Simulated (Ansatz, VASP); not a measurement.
**Two plane-wave programs on MgBeS3**

```
Mg Be S
1.0
     3.74870    0.00000    0.00000
    -1.87435    3.24647    0.00000
     0.00000    0.00000    7.45884
Mg Be S
1 1 3
Direct
  0.66667 0.33333 0.20944
  0.33333 0.66667 0.64518
  0.33333 0.66667 0.37899
  0.00000 0.00000 0.01985
  0.00000 0.00000 0.73654
```

Alike in both runs: functional PBE; k mesh 5 × 5 × 2; occupations gaussian, width 0.2 eV; no spin polarisation.

Ansatz relaxed the structure, and its values are those at the end. VASP's run is a single point on that final structure, the one shown.

```csv
,VASP,Ansatz
version,VASP 6.6.1,Ansatz 0.2.0
potentials or method,"VASP PAW PBE potentials, release 64 (Mg, Be, S)","scalar-relativistic, plane waves, PAW"
plane-wave cutoff (eV),520,420
valence electrons in the cell,22,30
```

Ansatz gave:

| Property | Result |
| --- | --- |
| gap on the k mesh at the Fermi level (eV) | 1.45 |
| least direct gap on the mesh (eV) | 1.45 |
| pressure (GPa) | -0.1 |
| rms of the force components (eV/Å) | 0.010 |

**Question.** Which values does VASP return?

**Answer.** gap on the k mesh at the Fermi level (eV): 1.47; least direct gap on the mesh (eV): 1.47; pressure (GPa): -0.3; rms of the force components (eV/Å): 0.029.

The two sets of potentials don't hold the same shells in valence.

Caveats: the k mesh is coarse (spacing up to 0.42 Å⁻¹), so the values aren't converged; an odd mesh through Γ misses points on the zone boundary, where band edges often lie.
